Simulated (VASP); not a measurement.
Write the native input for VASP 6.6.1 that does the following.

```
Task                   : relaxation of the atoms
Functional             : PBE
Potentials or basis    : VASP PAW PBE potentials, release 64 (S, O)
Cutoff                 : 520 eV
k mesh                 : 1 × 1 × 1
Occupations            : gaussian, width 0.01 eV
Spin                   : collinear spin, ferromagnetic start
Starting moments       : [1.0, 1.0] μB
Fixed moment           : 2 μB
Further INCAR settings : ALGO = Fast; EDIFF = 1e-07; ISYM = 0; IBRION = 2; EDIFFG = -0.01; NSW = 30
```

The structure of SO lies in POSCAR:

```
SO
1.0
    9.0000000000      0.0000000000      0.0000000000
    0.0000000000      9.5000000000      0.0000000000
    0.0000000000      0.0000000000     10.0000000000
S O
1 1
Direct
    0.5000000000      0.5000000000      0.4260000000
    0.5000000000      0.5000000000      0.5740000000
```

One way to write it, as run:

INCAR

```
SYSTEM = SO
ALGO = Fast
EDIFF = 1E-7
EDIFFG = -0.01
ENCUT = 520
GGA = PE
IBRION = 2
ISIF = 2
ISMEAR = 0
ISPIN = 2
ISYM = 0
LASPH = .TRUE.
LCHARG = .FALSE.
LORBIT = 11
LREAL = .FALSE.
LWAVE = .FALSE.
MAGMOM = 1 1
NCORE = 2
NELM = 80
NSW = 30
NUPDOWN = 2
PREC = Accurate
SIGMA = 0.01
```

KPOINTS

```
k-points
0
G
  1 1 1
  0 0 0
```

Potentials or basis: VASP PAW PBE potentials, release 64 (S, O).

The run is started by

```bash
$ cat potpaw_PBE.64/S/POTCAR potpaw_PBE.64/O/POTCAR > POTCAR
$ mpirun -np 4 vasp_gam > vasp.out
```

Results of the run:

```
Energy gained by relaxing                             : 3.3 meV/atom
Ionic steps                                           : 3
Largest force after relaxing                          : 0.004 eV/Å
Net moment                                            : 2.00 μB per cell
Site moments                                          : S +0.68; O +0.60 μB
Valence electrons inside the program's atomic spheres : S 3.61; O 4.97
```

Caveat: the total moment is fixed, so each spin has its own Fermi level.

It took 55 s on 4 MPI ranks on Intel(R) Xeon(R) 6975P-C (Granite Rapids), on a shared host, peak memory 0.39 GiB a rank.
